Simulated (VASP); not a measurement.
TaP (relaxed from the wurtzite structure, space group P6_3mc): computed properties

Method: PBEsol GGA, VASP's PBE PAW potentials (set 64) (plane waves; VASP 6.6.1).

```json
{
  "space_group": "P6_3mc (186)",
  "cell": "a = b = 3.3223 Å, c = 7.7878 Å, α = β = 90.00°, γ = 120.00°",
  "volume_per_atom": "18.61 Å^3/atom",
  "band gap (over mesh and band path)": "none (metal, semimetal or under 0.01 eV)",
  "density": "9.45 g/cm³"
}
```

```
CELL_PARAMETERS angstrom
      3.32226     0.00000     0.00000
     -1.66113     2.87716     0.00000
      0.00000     0.00000     7.78778
ATOMIC_POSITIONS crystal
  Ta 0.33333 0.66667 0.03320
  Ta 0.66667 0.33333 0.53320
  P  0.33333 0.66667 0.34180
  P  0.66667 0.33333 0.84180
```

Unless said otherwise, spin-orbit coupling is left out, though it shifts the bands of the heavy elements here.

The structure was generated: TaP was put into the wurtzite type (P6_3mc), which need not be its known phase. It was relaxed first, which changed the volume by -43 %. Symmetry was kept, so distortions that lower it aren't found.
